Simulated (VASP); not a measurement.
Sn2GeO2:

```xyz
5
Lattice="-1.9500 1.9500 5.8500 1.9500 -1.9500 5.8500 1.9500 1.9500 -5.8500" Properties=species:S:1:pos:R:3 pbc="T T T"
Sn    0.0000    0.0000    7.5699
Sn    0.0000    0.0000    4.1301
Ge    0.0000    0.0000    0.0000
O     1.9500    0.0000    2.9250
O     0.0000    1.9500    2.9250
```

The cell was built by a generator and needn't be a form met in nature.

```yaml
Program: VASP 6.6.1
Task: relaxation of cell and atoms
Functional: PBE
Potentials_or_basis: VASP PAW PBE potentials, release 64 (Sn_d, Ge_d, O)
Cutoff: 520 eV
k_mesh: 5 × 5 × 5
Occupations: gaussian, width 0.15 eV
Spin: no spin polarisation
```

At the start: pressure -3.5 GPa; volume 17.80 Å³/atom.

Q: How do energy, volume and symmetry change on relaxing?

A: Over 9 steps the energy falls by 72.8 meV/atom and the volume is 17.54 Å³/atom (-1.4 %); space group I4/mmm (No. 139, to 0.05 Å).

Step by step:
| step | energy change (eV) | largest force (eV/Å) | pressure (GPa) | volume (Å³) |
| --- | --- | --- | --- | --- |
| 1 | 0.0000 | 0.7180 | -3.53 | 88.98 |
| 2 | -0.2614 | 0.2519 | 2.69 | 83.91 |
| 3 | -0.2651 | 0.3652 | 3.22 | 83.43 |
| 4 | -0.3406 | 0.5473 | 0.01 | 85.89 |
| 5 | -0.3412 | 0.4285 | -0.27 | 85.70 |
| 6 | -0.3412 | 0.4235 | 0.37 | 85.65 |
| 7 | -0.3563 | 0.2247 | -0.20 | 86.48 |
| 8 | -0.3608 | 0.1171 | -0.13 | 86.89 |
| 9 | -0.3640 | 0.0725 | -0.25 | 87.70 |

Final structure:
```
Sn Ge O
1.0
    -1.85421    1.85421    6.37718
     1.85421   -1.85421    6.37718
     1.85421    1.85421   -6.37718
Sn Ge O
2 1 2
Direct
  0.65361 0.65361 0.00000
  0.34639 0.34639 0.00000
  0.00000 0.00000 0.00000
  0.25000 0.75000 0.50000
  0.75000 0.25000 0.50000
```

Caveat: the k mesh is coarse (spacing up to 0.46 Å⁻¹), so the values aren't converged; the relaxation stopped at a loose force limit of 0.08 eV/Å, so its end isn't a converged minimum.
